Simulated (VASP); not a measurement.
Given:

```xyz
2
Lattice="0.0000 2.3105 2.3105 2.3105 0.0000 2.3105 2.3105 2.3105 0.0000" Properties=species:S:1:pos:R:3 pbc="T T T"
Y      0.0000     0.0000     0.0000
N      2.3105     2.3105     2.3105
```

Calculation: LDA (Ceperley-Alder, Perdew-Zunger), VASP's LDA PAW potentials (set 64) (plane waves; VASP 6.6.1). Settings: 620 eV cut-off, 14×14×14 Γ-centred mesh, first-order Methfessel-Paxton smearing of 0.10 eV, potentials Y_sv N.

Energy and stress use the plane-wave basis of the starting cell.

The ions, cell shape and volume at an external pressure of 45.0 GPa are relaxed. Predict the relaxed structure.

```xyz
2
Lattice="0.0000 2.2752 2.2752 2.2752 0.0000 2.2752 2.2752 2.2752 0.0000" Properties=species:S:1:pos:R:3 pbc="T T T"
Y      2.2752     4.5505     2.2752
N      2.2752     2.2752     2.2752
```
Space group Fm-3m (225), at a tolerance of 0.03 Å.

How do energy and volume change from the first to the last step?

The energy (σ→0) changes by +129.2 meV/atom and the volume by -4.5 %, in 4 ionic steps.

The compound is YN in the rock salt structure. This run relaxes it under an external pressure of 45 GPa. Symmetry was kept, so distortions that lower it aren't found.
